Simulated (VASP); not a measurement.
Computed with PBE GGA + U (Dudarev), VASP's PBE PAW potentials (set 64) (plane waves; VASP).

A VASP calculation is set up with these files.

### POSCAR
```
ZnS
1
    0.0000000000     2.7591000000     2.7591000000
    2.7591000000     0.0000000000     2.7591000000
    2.7591000000     2.7591000000     0.0000000000
Zn S
1 1
Direct
  0.0000000000   0.0000000000   0.0000000000
  0.2500000000   0.2500000000   0.2500000000
```

**INCAR**
```
! general
SYSTEM     =  ZnS
PREC       =  Accurate
ENCUT      =  400   ! plane-wave cut-off (eV)
LREAL      =  .False.
LASPH      =  .True.   ! aspherical one-centre terms

! electronic loop
EDIFF      =  1E-6
NELM       =  100   ! most electronic steps
ALGO       =  Normal   ! blocked Davidson
LMAXMIX    =  4   ! l cut-off of mixed one-centre charges

! smearing
ISMEAR     =  0   ! Gaussian
SIGMA      =  0.05

! functional
GGA        =  PE

! DFT+U
LDAU       =  .True.
LDAUTYPE   =  2   ! Dudarev
LDAUL      =  2 -1
LDAUU      =  8.0 0
LDAUJ      =  0 0
LDAUPRINT  =  1

! ions
ISIF       =  2

! output
LWAVE      =  .False.
LCHARG     =  .False.
LORBIT     =  10
```

**KPOINTS**
```
Regular mesh
0
gamma
  8 8 8
```

POTCAR, in this order: Zn S (PBE.64 set). Program: vasp_std.

Output

OSZICAR:
```
       N       E                     dE             d eps       ncg     rms          rms(c)
DAV:   1     0.824452103949E+02    0.82445E+02   -0.81044E+03   754   0.138E+03
DAV:   2    -0.827277254243E+00   -0.83272E+02   -0.80109E+02   839   0.264E+02
DAV:   3    -0.662161203635E+01   -0.57943E+01   -0.57802E+01   934   0.776E+01
DAV:   4    -0.668006531475E+01   -0.58453E-01   -0.58444E-01   819   0.803E+00
DAV:   5    -0.668083053757E+01   -0.76522E-03   -0.76520E-03   929   0.790E-01    0.732E+00
DAV:   6    -0.637416954193E+01    0.30666E+00   -0.64244E-01  1099   0.160E+01    0.542E+00
DAV:   7    -0.636332545547E+01    0.10844E-01   -0.18340E-01   819   0.392E+00    0.230E+00
DAV:   8    -0.636686845487E+01   -0.35430E-02   -0.13643E-02   804   0.133E+00    0.439E-01
DAV:   9    -0.636738465082E+01   -0.51620E-03   -0.11498E-03   839   0.719E-01    0.110E-01
DAV:  10    -0.636745498394E+01   -0.70333E-04   -0.19259E-04   814   0.233E-01    0.318E-02
DAV:  11    -0.636753559199E+01   -0.80608E-04   -0.11388E-04   789   0.105E-01    0.162E-02
DAV:  12    -0.636753634794E+01   -0.75595E-06   -0.40465E-06   939   0.255E-02
   1 F= -.63675363E+01 E0= -.63675363E+01  d E =-.152958E-14
```

OUTCAR:
```
------------------------ aborting loop because EDIFF is reached ----------------------------------------
  FORCE on cell =-STRESS in cart. coord.  units (eV):
  Direction    XX          YY          ZZ          XY          YZ          ZX
  --------------------------------------------------------------------------------------
  Total       -1.4293385     -1.4293385     -1.4293385      0.0000000      0.0000000     -0.0000000
  in kB      -54.5146669    -54.5146669    -54.5146669      0.0000000      0.0000000     -0.0000000
  external PRESSURE =     -54.5146669 kB  Pullay stress =       0.0000000 kB
  volume of cell :       42.01
      direct lattice vectors                 reciprocal lattice vectors
     0.000000000  2.759100000  2.759100000    -0.181218513  0.181218513  0.181218513
     2.759100000  0.000000000  2.759100000     0.181218513 -0.181218513  0.181218513
     2.759100000  2.759100000  0.000000000     0.181218513  0.181218513 -0.181218513
  FREE ENERGIE OF THE ION-ELECTRON SYSTEM (eV)
  ---------------------------------------------------
  free  energy   TOTEN  =        -6.3675363479 eV

  energy  without entropy=       -6.3675363479  energy(sigma->0) =       -6.36753635

 total charge

# of ion       s       p       d       tot
------------------------------------------
    1        0.488   0.408   9.931  10.827
    2        1.315   2.415   0.000   3.730
--------------------------------------------------
tot          1.803   2.823   9.931  14.557
```
(Selected blocks of OUTCAR.)

The compound is ZnS in the zinc blende structure. The cell was not relaxed at this level. The run is one of a series of settings (LDAU = .TRUE., LDAUJ = 0 0, LDAUL = 2 -1, LDAUTYPE = 2, LDAUU = 8.0 0 against the base run), some of them coarse on purpose.
